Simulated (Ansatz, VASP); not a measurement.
# FeSi2 (Linzhiite): VASP beside Ansatz, part 2 of 2

One calculation is typed for both programs; each brings its own data sets. How far apart do they land? The cell is taken from a series of runs on this material, whose earlier steps may have relaxed, scaled, displaced or heated it; both programs get it as it stands. Other levels of theory on this material are compared in a session of their own.

VASP 6.6.1 and Ansatz 0.2.0.

So far: Set-up; VASP: relaxation of cell and atoms, PBEsol.

**3. Ansatz: relaxation of cell and atoms, PBEsol**

Level of this step: Ansatz beside VASP: Kohn-Sham DFT, plane waves, PBEsol (Ansatz).

Ansatz runs on its PAW soft_1 files.

The same cell, functional, mesh and smearing now go to Ansatz, which takes its cutoff from its data sets.

input.yaml

```yaml
crystal:
  lattice:
    - [2.676277888, 0.0, 0.0]
    - [0.0, 2.676277888, 0.0]
    - [0.0, 0.0, 5.1063617687]
  atoms:
    - { symbol: Si, position: [0.5, 0.5, 0.2719374094] }
    - { symbol: Si, position: [0.5, 0.5, 0.7280625906] }
    - { symbol: Fe, position: [0.0, 0.0, 0.0] }
kpoints:
  mp_grid: { grid: [16, 16, 8] }
hamiltonian:
  xc: pbesol
  pseudopotentials: { kind: paw, azcp: { folder: soft_1 }, xc_functional: pbe }
scf:
  occupations: { method: methfessel_paxton, width: 0.2 }
output:
  forces: true
  stress: true
  eigenvalues: true
relax:
  adjacent_minimum: "off"
  f_tol: 0.001
  max_steps: 60
  cell: { stress_tol: 0.01 }
```

The run is started by

```bash
ansatz run input.yaml --threads 4 --pin off --max-ram 10240MiB --backend cpu --events-out ev --progress --plain --runs-dir out
```

Numbers of over 12 decimals in the logs are rounded to 6 here.

What it wrote:

```text
Engine: ansatz 0.2.0, aarch64-unknown-linux-gnu
Pseudopotentials: kind: paw
Pseudopotential: Si, paw, valence charge 4, recommended cutoff 420 eV (normal), soft_1/Si.paw.azcp
Pseudopotential: Fe, paw, valence charge 16, recommended cutoff 420 eV (normal), soft_1/Fe.paw.azcp
Functional definition: PBEsol
  exchange = pbesol_x
  correlation = pbesol_c
Crystal: 3 atoms, lattice volume = 36.574 Å³
Basis set: ecut = 420 eV, 733 PW (Γ), exchange–correlation on 36×36×72 points (8 copies of the dense FFT grid, shifted against one another)
Bands: 16, of which v1, the nominal top of the filled ones, is band 12 counted from 1 (11 counted from 0)
Symmetry: 16 space group operations
Space group: P4/mmm (ITA 123), of the structure as read, at distance tolerance 3.3e-5 Å
k-points: 225 of 2048
Non-local potential: Si, projectors of the file, l = 0: 2, l = 1: 2, l = 2: 1
Non-local potential: Fe, projectors of the file, l = 0: 3, l = 1: 2, l = 2: 3, l = 3: 1
PAW form: soft (Blöchl's): semilocal exchange-correlation on the pseudo side does not see the compensation charge
PAW frozen core: Si, regenerated for the run's functional, and the local potential with it (the file was generated under x = pbe(κ = 0.804, μ = 0.219515), c = pbe(β = 0.066725))
PAW frozen core: Fe, regenerated for the run's functional, and the local potential with it (the file was generated under x = pbe(κ = 0.804, μ = 0.219515), c = pbe(β = 0.066725))
PAW one-centre angular grid: Si, 110 points (default); XC on 64 Gauss nodes
PAW one-centre angular grid: Fe, 590 points (default); XC on 64 Gauss nodes
Initial density: superposition of atomic densities (chi_scale 0.1, normalization cell, long waves kept (reshape's long-wave potential 0.00 eV rms))
Initial wavefunctions: pseudopotential atomic-orbital guess
Functional: x = pbesol(κ = 0.804, μ = 0.123457), c = pbesol(β = 0.046)
SCF iter   1: F=—  HF=-5695.029891 eV  |F-HF|=—  |Δ(HF+E_count)|=         —  Δρ=1.22e-1  dr2=1.20e1  ethr=3.10e-3  ⟨swp⟩=5.1  Hψ=19030  notcnv=0
preconditioner: auto → none  [metal: Δε(μ)=0.017 eV  Ē_g=8.090 eV  σ=0.200 eV  W_gap=0.07  n_scr=8 (ndim 8)  ℏωp=24.6 eV  f_vac=0.000  D(μ)=1.69/eV (n_scr^D=16)  sad-step TF]
SCF iter   2: F=—  HF=-5694.773307 eV  |F-HF|=—  |Δ(HF+E_count)|=   2.57e-1  S|Δr|=    0.00e0  Δρ=1.39e-1  dr2=1.25e1  ethr=3.10e-3  ⟨swp⟩=2.0  Hψ=6182  notcnv=0
SCF iter   3: F=—  HF=-5693.554627 eV  |F-HF|=—  |Δ(HF+E_count)|=    1.22e0  S|Δr|=    0.00e0  Δρ=5.83e-2  dr2=1.35e0  ethr=3.10e-3  ⟨swp⟩=3.1  Hψ=6673  notcnv=0
SCF iter   4: F=—  HF=-5693.402297 eV  |F-HF|=—  |Δ(HF+E_count)|=   1.52e-1  S|Δr|=    0.00e0  Δρ=1.21e-2  dr2=1.16e-1  ethr=3.10e-3  ⟨swp⟩=2.4  Hψ=7214  notcnv=0
SCF iter   5: F=—  HF=-5693.364046 eV  |F-HF|=—  |Δ(HF+E_count)|=   3.83e-2  S|Δr|=    0.00e0  Δρ=3.19e-3  dr2=2.08e-3  ethr=4.81e-4  ⟨swp⟩=2.0  Hψ=5975  notcnv=0
SCF iter   6: F=—  HF=-5693.363998 eV  |F-HF|=—  |Δ(HF+E_count)|=   4.73e-5  S|Δr|=    0.00e0  Δρ=5.87e-4  dr2=3.97e-5  ethr=8.65e-6  ⟨swp⟩=2.2  Hψ=5367  notcnv=0
SCF iter   7: F=—  HF=-5693.363924 eV  |F-HF|=—  |Δ(HF+E_count)|=   7.41e-5  S|Δr|=    0.00e0  Δρ=1.03e-4  dr2=2.35e-6  ethr=1.65e-7  ⟨swp⟩=2.1  Hψ=6167  notcnv=0
SCF iter   8: F=-5693.363924 eV  HF=-5693.363924 eV  |F-HF|=4.84e-8  |Δ(HF+E_count)|=   5.26e-7  S|Δr|=    0.00e0  Δρ=1.75e-5  dr2=6.59e-8  ethr=4.17e-10  ⟨swp⟩=4.1  Hψ=17149  notcnv=0
SCF 1 converged in 8 iterations: F = -5693.363924 eV  dr2 = 6.59e-8
  greatest PAW one-centre occupation: 1.000 electrons in one spin orbital (limit 2), on the Fe atom at site 2 (counted from 0), in its partial waves of l = 1
relax step   1: F+E_penalty+E_count = -5693.36392358 eV  Δ(F+E_penalty+E_count) = +0.000e0 eV  max|allowed force component| = 3.328e-3 eV/Å  Δτ_max = 0.0000 Å  P = -0.034 GPa  Ω = 36.574 Å³  (8 SCF iters, dr2 threshold 1.00e-7 eV, accepted)
[...]
relax step   2: F+E_penalty+E_count = -5693.36392909 eV  Δ(F+E_penalty+E_count) = -5.511e-6 eV  max|allowed force component| = 4.553e-4 eV/Å  Δτ_max = 0.0002 Å  P = -0.010 GPa  Ω = 36.567 Å³  energy of the carried Pulay correction = +2.395e-6 eV  (3 SCF iters, dr2 threshold 8.69e-9 eV, accepted)
[...]
relax step   3: F+E_penalty+E_count = -5693.36392962 eV  Δ(F+E_penalty+E_count) = -5.368e-7 eV  max|allowed force component| = 2.649e-4 eV/Å  Δτ_max = 0.0000 Å  P = -0.002 GPa  Ω = 36.566 Å³  energy of the carried Pulay correction = +2.872e-6 eV  (4 SCF iters, dr2 threshold 3.21e-10 eV, accepted)
[...]
relax step   4: F+E_penalty+E_count = -5693.36392758 eV  Δ(F+E_penalty+E_count) = +2.045e-6 eV  max|allowed force component| = 2.632e-4 eV/Å  Δτ_max = 0.0000 Å  P = -0.002 GPa  Ω = 36.566 Å³  stress off target by 2.77e-3 GPa  SCF on the basis re-selected at this cell (its energy is not comparable with the rows above)  (7 SCF iters)
basis re-selected at this cell: Δ(F+E_penalty+E_count) = +2.045e-6 eV, ΔP = -0.000 GPa vs the last step (what re-selecting the basis moved, of the pressure what is left beyond the Pulay correction that the steps carried, after the strain that the cell walked since its last selection, with what the two solves' SCF thresholds leave and, on support functions, any second-order correction that the steps lacked; it is no m [...]
SCF converged after 7 iterations
Stability not checked: this state was not tested for a lower state beside it, because cold or Methfessel-Paxton smearing, or corrected tetrahedra, fill the levels in a way that the test cannot read (fill_not_monotonic; see scf.lower_state_search)
Free energy (F): -5693.363928 eV
Harris-Foulkes:  -5693.363928 eV  (|F-HF|=0.00e0)
Internal energy: -5693.364937 eV  (E = F + TS)
E sigma→0 (E₀):  -5693.364180 eV
Entropy (-TS):   0.001009 eV (0.336 meV/atom)
Fermi energy:    14.392019 eV
Step filling:    the computed levels leave a gap of 0.0018 eV = 0.0 smearing widths at the electron count; against every level under it full and every level over it empty, smearing changes F+E_penalty+E_count by +0.797 meV and its σ→0 estimate by +0.545 meV
--- Per-component energies (eV) ---
  E_band       = -221.857049
  E_kinetic    = 427.067379
  E_local      = -3550.726400  (includes V_loc(G=0)·N_el)
  E_nonlocal   = 333.899789
  E_hartree    = 1570.921973
  E_xc         = -227.731922
  E_vxc        = -245.367011  (∫ρ·V_xc dr)
  E_paw        = -2346.378462  (= ΣΔE_a)
  E_vpaw       = -328.573899  (= ΣTr[D̂ρ^β])
  E_aug_tail   = -0.000803  (compensation charges beyond the density's cutoff)
  E_ewald      = -1900.658814
  E_core_change = 0.242323  (= ΣΔE_core)
  E_smearing   = 0.001009  (= −TS)
  E_closure    = -0.000000  (closes the sum)
  Σ components = -5693.363928   (vs F -5693.363928, Δ=0.00e0)
--- Forces (eV/Å), atoms counted from 1 ---
  atom   1  Si    -0.00000000    -0.00000000    -0.00026319
  atom   2  Si     0.00000000     0.00000000     0.00026319
  atom   3  Fe     0.00000000    -0.00000000     0.00000000
  max |Σ_I F_I| component: 6.94e-18 eV/Å
--- Stress (GPa, compression-positive) ---
       -0.002765       0.000000       0.000000
        0.000000      -0.002765       0.000000
        0.000000       0.000000      -0.001931
  P = ⅓ Tr σ = -0.0025 GPa (-0.025 kbar)
--- Band table (eV; the first three rows and the last of 225) ---
  k-point 0: bands = [... 8 lower, 12.6929, 12.8616, 12.8616, 13.7610, 18.9696, 18.9696, 20.9073, 21.5261]
  k-point 1: bands = [... 8 lower, 12.6545, 12.8547, 12.8547, 13.7611, 19.0714, 19.0714, 19.9083, 21.3379]
  k-point 2: bands = [... 8 lower, 12.5158, 12.8383, 12.8383, 13.7613, 18.4737, 19.3651, 19.3651, 21.0279]
  k-point 224: bands = [... 8 lower, 11.0717, 11.0717, 12.5583, 14.5745, 14.7468, 14.7468, 15.4899, 17.3122]
--- Relaxed structure (3 steps of the walk, 3 accepted, 1 SCFs on fresh bases) ---
  F+E_penalty+E_count = -5693.36392758 eV   max|allowed force component| = 2.632e-4 eV/Å   (the final SCF, on the basis selected at the relaxed cell)
  cell:  # Å, volume = 36.5659 Å³
    - [2.675824, 0, 0]
    - [0, 2.675824, 0]
    - [0, 0, 5.106950]
  atoms:
    - { symbol: Si, position: [0.500000, 0.500000, 0.271975] }
    - { symbol: Si, position: [0.500000, 0.500000, 0.728025] }
    - { symbol: Fe, position: [0, 0, 0] }
```

In the SCF lines HF is the Harris–Foulkes energy and dr2 the Hartree energy of the density residual, in eV; the loop may stop once dr2 is under the threshold and the program's other checks hold. Hψ counts applications of the Hamiltonian.

**4. Comparison**

Known differences besides the potentials themselves: the data sets hold 24 valence electrons in Ansatz (on its PAW soft_1 files) and 16 in VASP; the cutoff is 420 eV in Ansatz and 600 eV in VASP; Ansatz makes its cores anew for this functional, VASP keeps those of its PBE data sets; Ansatz adds a Pulay correction to the stress that steers its cell, VASP none. Total energies have different zeros and are not compared.

Both answers:

```csv
quantity,Ansatz,VASP,difference
volume (Å³),36.57,36.64,-0.20 %
"edge a after relaxation, in the typed setting (Å)",2.676,2.678,-0.07 %
"edge c after relaxation, in the typed setting (Å)",5.107,5.110,-0.06 %
```

**5. Results**

```
difference in volume (relaxation of cell and atoms, PBEsol) : -0.20 %
```

What this shows: The difference in volume is -0.20 % (relaxation of cell and atoms, PBEsol), within the 1.2 % picked in this series as the mark of a large difference, as far as the stopping tolerances let one tell. The data sets hold unlike numbers of valence electrons (24 in Ansatz and 16 in VASP), so part of the differences comes from the potentials. 12 further runs of this series are not shown here. How closely two codes agree says nothing of how well the functional describes the real material.

[Lines on the potential files, build, host, timing and source positions are cut from VASP's logs without a mark.]

[Logs are printed without paths, hosts, clocks, repeated set-up lines and the standing remarks that a program may print on its own settings, such as how far it seeks lower states.]

[Hosts, paths, dates, database ids (printed as entryN), source tags and the programs' standing remarks are cut or masked in the printed files.]
